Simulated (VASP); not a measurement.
All values below come from PBE GGA, VASP's PBE PAW potentials (set 64) (plane waves; VASP).

The input files of a VASP run:

KPOINTS:
```
K-points
0
G
  13 13 13
```

### POSCAR
```
TiCo
1
    2.8436684860     0.0000000000     0.0000000000
    0.0000000000     2.8436684860     0.0000000000
    0.0000000000     0.0000000000     2.8436684860
Ti Co
1 1
Direct
  0.0000000000   0.0000000000   0.0000000000
  0.5000000000   0.5000000000   0.5000000000
```

INCAR:
```
# general
SYSTEM   =  TiCo
PREC     =  Accurate
ENCUT    =  500
LREAL    =  F
LASPH    =  T

# electronic loop
EDIFF    =  1E-6
NELM     =  100
ALGO     =  Normal
LMAXMIX  =  4

# smearing
ISMEAR   =  1
SIGMA    =  0.1

# functional
GGA      =  PE

# ions
IBRION   =  2
NSW      =  40
ISIF     =  3
EDIFFG   =  -0.02
PSTRESS  =  450

# output
LWAVE    =  F
LCHARG   =  F
```

POTCAR, in this order: Ti_sv Co (PBE.64 set). Program: vasp_std.

Energy and stress use the plane-wave basis of the starting cell.

Q: Estimate the energy per atom (σ→0), volume per atom, band gap (on the k-mesh).

A: 
```
Quantity                                                    Result
------------------------  ----------------------------------------
energy per atom (σ→0)                               -7.563 eV/atom
band gap (on the k-mesh)  none (metal, semimetal or under 0.01 eV)
volume per atom                                     10.97 Å^3/atom
```

### OSZICAR
```
...
DAV:   2    -0.151279089935E+02   -0.66174E-03   -0.12297E-02  3090   0.157E+00    0.386E-01
DAV:   3    -0.151266469608E+02    0.12620E-02   -0.92014E-03  3464   0.125E+00    0.946E-02
DAV:   4    -0.151265788457E+02    0.68115E-04   -0.30902E-04  3216   0.200E-01    0.327E-02
DAV:   5    -0.151265830939E+02   -0.42482E-05   -0.34650E-05  3180   0.450E-02    0.195E-02
DAV:   6    -0.151265888349E+02   -0.57410E-05   -0.14799E-05  2960   0.229E-02    0.132E-02
DAV:   7    -0.151265899547E+02   -0.11197E-05   -0.63818E-06  2702   0.255E-02    0.156E-03
DAV:   8    -0.151265899994E+02   -0.44753E-07   -0.52639E-07  1410   0.719E-03
   4 F= -.89641744E+01 E0= -.89643692E+01  d E =-.514618E-01
```

The compound is TiCo in the CsCl type structure. This run relaxes it under an external pressure of 45 GPa. Symmetry was kept, so distortions that lower it aren't found. The run is not spin-polarised, so no magnetic state was tried. The electron count is odd and the run is not spin-polarised, which forces a metal.
